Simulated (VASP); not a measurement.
An input for Quantum ESPRESSO's pw.x (written as the equivalent of a VASP run, and not itself run):

```
&CONTROL
  calculation = 'scf'
  pseudo_dir = './pseudo'
  outdir = './out'
  tprnfor = .true.
  tstress = .true.
/
&SYSTEM
  ibrav = 0
  nat = 3
  ntyp = 2
  ecutwfc = 84
  occupations = 'smearing'
  smearing = 'gaussian'
  degauss = 0.003675
  input_dft = 'vdw-df2-b86r'
/
&ELECTRONS
  conv_thr = 7.3e-09
  electron_maxstep = 100
/
ATOMIC_SPECIES
  Zr 91.224 Zr.upf
  O 15.999 O.upf
CELL_PARAMETERS angstrom
     0.0000000    2.5483117    2.5483117
     2.5483117    0.0000000    2.5483117
     2.5483117    2.5483117    0.0000000
ATOMIC_POSITIONS crystal
  Zr   0.0000000  0.0000000  0.0000000
  O    0.2500000  0.2500000  0.2500000
  O    0.7500000  0.7500000  0.7500000
K_POINTS automatic
  8 8 8 0 0 0
```

Write the VASP files for the same calculation (rev-vdW-DF2).

This is not unique; one that fits is 
### INCAR
```
AGGAC = 0.0
ALGO = Normal
EDIFF = 1E-7
ENCUT = 520
GGA = MK
ISIF = 2
ISMEAR = 0
LASPH = .TRUE.
LCHARG = .FALSE.
LMAXMIX = 4
LREAL = .FALSE.
LUSE_VDW = .TRUE.
LWAVE = .FALSE.
NELM = 100
PARAM1 = 0.1234568
PARAM2 = 0.7114
PREC = Accurate
SIGMA = 0.05
SYSTEM = ZrO2
ZAB_VDW = -1.8867
```

KPOINTS:
```
Regular mesh
0
Gamma
8 8 8
0 0 0
```

POSCAR:
```
ZrO2
1
    0.0000000000     2.5483117085     2.5483117085
    2.5483117085     0.0000000000     2.5483117085
    2.5483117085     2.5483117085     0.0000000000
Zr O
1 2
Direct
  0.0000000000   0.0000000000   0.0000000000
  0.2500000000   0.2500000000   0.2500000000
  0.7500000000   0.7500000000   0.7500000000
```

POTCAR, in this order: Zr_sv O (PBE.64 set). Program: vasp_std.

The two are equivalent in intent, not identical: the potentials are each code's own (VASP's PAW set, PseudoDojo norm-conserving files in pw.x), so ENCUT and ecutwfc are chosen apart and not converted; conv_thr bounds pw.x's estimated SCF error, while EDIFF bounds the energy change between steps.

The compound is ZrO2 in the fluorite structure, the high-temperature cubic form, which is unstable at 0 K; the monoclinic form is the stable one. It was relaxed first.
